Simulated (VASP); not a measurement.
The system is C2SH2, in a box.

```xyz
5
Lattice="14.0000 0.0000 0.0000 0.0000 11.0000 0.0000 0.0000 0.0000 10.0000" Properties=species:S:1:pos:R:3 pbc="T T T"
C     6.0326    4.8341    5.0597
C     7.2302    4.9525    5.0839
S     8.9083    4.9785    5.1412
H     4.9727    4.7427    5.0360
H     9.0534    6.2992    4.9268
```

Base run:

```yaml
Program: VASP 6.6.1
Functional: B3LYP
Potentials_or_basis: VASP PAW PBE potentials, release 64 (C, S, H)
Cutoff: 520 eV
k_mesh: 1 × 1 × 1
Occupations: gaussian, width 0.01 eV
Spin: no spin polarisation
```

Its results: gap between the frontier levels 5.97 eV; largest force 0.216 eV/Å.

Task: The run is repeated on the same cell with these changes: functional from B3LYP to PBE. What comes out?

Result: Gap between the frontier levels 4.45 eV; largest force 1.140 eV/Å.

B3LYP gives the wider gap, since exact exchange removes part of the self-interaction.

Caveats: the standard files for N, O and F lose accuracy on very short bonds; the PAW data sets were made with another functional, which shifts forces and pressure a little (some runs).

A k mesh can miss the band edges.

Not every run made on this cell is shown here.
